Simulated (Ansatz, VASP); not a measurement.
# One calculation of Zr3PbW3, two programs

```
CELL_PARAMETERS angstrom
5.52558 0.00000 0.00000
0.00000 5.52558 0.00000
0.00000 0.00000 5.52558
ATOMIC_POSITIONS crystal
Zr 0.50000 0.50000 0.00000
Zr 0.00000 0.50000 0.50000
Zr 0.50000 0.00000 0.50000
Pb 0.50000 0.50000 0.50000
W 0.50000 0.00000 0.00000
W 0.00000 0.50000 0.00000
W 0.00000 0.00000 0.50000
```

Change from the starting cell: species swapped into the La3GaBr3 type (Pm-3m, No. 221).

Alike in both runs: functional PBE; k mesh 4 × 4 × 4; occupations gaussian, width 0.1 eV; no spin polarisation.

Ansatz relaxed the structure, and its values are those at the end. VASP's run is a single point on that final structure, the one shown.

|  | VASP | Ansatz |
| --- | --- | --- |
| version | VASP 6.6.1 | Ansatz 0.2.0 |
| potentials or method | VASP PAW PBE potentials, release 64 (Zr_sv, Pb_d, W_sv) | scalar-relativistic, plane waves, PAW |
| plane-wave cutoff (eV) | 520 | 420 |
| valence electrons in the cell | 92 | 92 |

|  | VASP | Ansatz | Ansatz less VASP |
| --- | --- | --- | --- |
| gap on the k mesh at the Fermi level (eV) | none | none | - |
| pressure (GPa) | 0.1 | 0.0 | -0.10 |

A gap of «none» marks a metal or a gap that the smearing closes.

The runs have no spin-orbit coupling, so splittings on Pb, W are missing.
